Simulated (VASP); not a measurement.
Level of theory: PBE GGA, VASP's PBE PAW potentials (set 64) (plane waves; VASP).

VASP input:

### INCAR
```
EDIFF = 1E-6
LWAVE = .FALSE.
ALGO = Normal
NELM = 100   # most electronic steps
LASPH = .TRUE.   # aspherical one-centre terms
SIGMA = 0.1   # width (eV)
ISMEAR = 1   # Methfessel-Paxton
ENCUT = 400
LREAL = .FALSE.   # projection in real space or not
PREC = Accurate
ISIF = 2   # forces and stress, cell fixed
LCHARG = .FALSE.
SYSTEM = Y
LMAXMIX = 4   # l cut-off of mixed one-centre charges
GGA = PE
```

**KPOINTS**
```
Automatic mesh
0
gamma
  8 8 5
0 0 0
```

POSCAR:
```
Y
1
    1.8615000000    -3.2242130000     0.0000000000
    1.8615000000     3.2242130000     0.0000000000
    0.0000000000     0.0000000000     5.8446000000
Y
2
Direct
  0.3333330000   0.6666670000   0.2500000000
  0.6666670000   0.3333330000   0.7500000000
```

POTCAR, in this order: Y_sv (PBE.64 set). Program: vasp_std.

The resulting files:

OSZICAR:
```
       N       E                     dE             d eps       ncg     rms          rms(c)
DAV:   1     0.825777356693E+02    0.82578E+02   -0.10207E+04   908   0.115E+03
DAV:   2    -0.559779610690E+01   -0.88176E+02   -0.87196E+02  1138   0.260E+02
DAV:   3    -0.131334041652E+02   -0.75356E+01   -0.75127E+01  1751   0.449E+01
DAV:   4    -0.132687158880E+02   -0.13531E+00   -0.13516E+00  1068   0.700E+00
DAV:   5    -0.132717346225E+02   -0.30187E-02   -0.30187E-02  1307   0.852E-01    0.318E+01
DAV:   6    -0.128996051323E+02    0.37213E+00   -0.48123E-01   900   0.487E+00    0.197E+01
DAV:   7    -0.128271276881E+02    0.72477E-01   -0.92469E-01  1119   0.622E+00    0.173E+00
DAV:   8    -0.128167548645E+02    0.10373E-01   -0.18746E-01  1082   0.276E+00    0.133E+00
DAV:   9    -0.128155563811E+02    0.11985E-02   -0.37700E-03  1338   0.432E-01    0.317E-01
DAV:  10    -0.128156876252E+02   -0.13124E-03   -0.22263E-03   956   0.489E-01    0.448E-01
DAV:  11    -0.128155862076E+02    0.10142E-03   -0.21482E-04  1042   0.149E-01    0.353E-02
DAV:  12    -0.128155820857E+02    0.41219E-05   -0.27147E-05  1111   0.512E-02    0.192E-02
DAV:  13    -0.128155837117E+02   -0.16260E-05   -0.52040E-06  1068   0.240E-02    0.224E-03
DAV:  14    -0.128155837321E+02   -0.20441E-07   -0.90258E-08   625   0.203E-03
   1 F= -.12815584E+02 E0= -.12814324E+02  d E =-.377977E-02
```

File OUTCAR:
```
------------------------ aborting loop because EDIFF is reached ----------------------------------------
  FORCE on cell =-STRESS in cart. coord.  units (eV):
  Direction    XX          YY          ZZ          XY          YZ          ZX
  --------------------------------------------------------------------------------------
  Total       -1.0326354     -1.0326357     -1.1676866     -0.0000000      0.0000000      0.0000000
  in kB      -23.5822943    -23.5823004    -26.6664584     -0.0000000      0.0000000      0.0000000
  external PRESSURE =     -24.6103510 kB  Pullay stress =       0.0000000 kB
  volume of cell :       70.16
      direct lattice vectors                 reciprocal lattice vectors
     1.861500000 -3.224213000  0.000000000     0.268600591 -0.155076603  0.000000000
     1.861500000  3.224213000  0.000000000     0.268600591  0.155076603  0.000000000
     0.000000000  0.000000000  5.844600000     0.000000000  0.000000000  0.171098108
 POSITION                                       TOTAL-FORCE (eV/Angst)
 -----------------------------------------------------------------------------------
      1.86150      1.07474      1.46115         0.000000      0.000000      0.000000
      1.86150     -1.07474      4.38345        -0.000000     -0.000000      0.000000
 -----------------------------------------------------------------------------------
    total drift:                               -0.000072      0.000530     -0.000010
  FREE ENERGIE OF THE ION-ELECTRON SYSTEM (eV)
  ---------------------------------------------------
  free  energy   TOTEN  =       -12.8155837321 eV

  energy  without entropy=      -12.8118039657  energy(sigma->0) =      -12.81432381
```
(Selected blocks of OUTCAR.)

The compound is Y in the hcp structure. The cell was not relaxed at this level. The run is one of a series of settings (KPOINTS 8×8×5 Γ-centred mesh against the base run), some of them coarse on purpose.
